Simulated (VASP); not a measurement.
Given:

```xyz
2
Lattice="0.0000 2.3173 2.3173 2.3173 0.0000 2.3173 2.3173 2.3173 0.0000" Properties=species:S:1:pos:R:3 pbc="T T T"
Hf     0.0000     0.0000     0.0000
C      2.3173     2.3673     2.3173
```

These are r2SCAN meta-GGA, VASP's PBE PAW potentials (set 64) (plane waves; VASP) values and carry that method's errors. Numerical set-up: 600 eV cut-off, 12×12×12 Γ-centred mesh, first-order Methfessel-Paxton smearing of 0.10 eV, potentials Hf_pv C.

Problem. Which forces act on the atoms, in eV/Å?

Solution. 
```csv
atom,Fx,Fy,Fz
Hf1,0.000,0.369,0.000
C2,0.000,-0.369,0.000
```

Problem. Give the stress tensor in GPa (positive for a compressed cell).

Solution. 
```
-0.21   0.00   0.00
 0.00   0.52   0.00
 0.00   0.00  -0.21
```
The pressure is its mean diagonal, 0.03 GPa.

The compound is HfC in the rock salt structure. This cell was strained or had an atom moved on purpose.
